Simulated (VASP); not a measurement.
Energy against volume of AlN (zinc blende). Calculation: PW91 GGA, VASP's PBE PAW potentials (set 64) (plane waves; VASP). Run with 520 eV cut-off, 10×10×10 Γ-centred mesh, Gaussian smearing of 0.050 eV, potentials Al N.

```json
[
 {"V (Å³/atom)": "10.007", "E (eV/atom)": "-7.44338"},
 {"V (Å³/atom)": "10.326", "E (eV/atom)": "-7.46322"},
 {"V (Å³/atom)": "10.645", "E (eV/atom)": "-7.46951"},
 {"V (Å³/atom)": "10.965", "E (eV/atom)": "-7.46412"}
]
```

Question: Fit these four points and predict the energy of the run at 11.284 Å³/atom.

Answer: A cubic in V^(−2/3), the third-order Birch-Murnaghan form, passes through the four points with V0 = 10.65 Å³/atom and B0 = 194 GPa, and gives -7.4487 eV/atom there. The run gave -7.4486 eV/atom, +0.1 meV/atom from the fit; all five points give B0 = 195 GPa.

The compound is AlN in the zinc blende structure, a metastable form; wurtzite is the usual one. It was relaxed first.
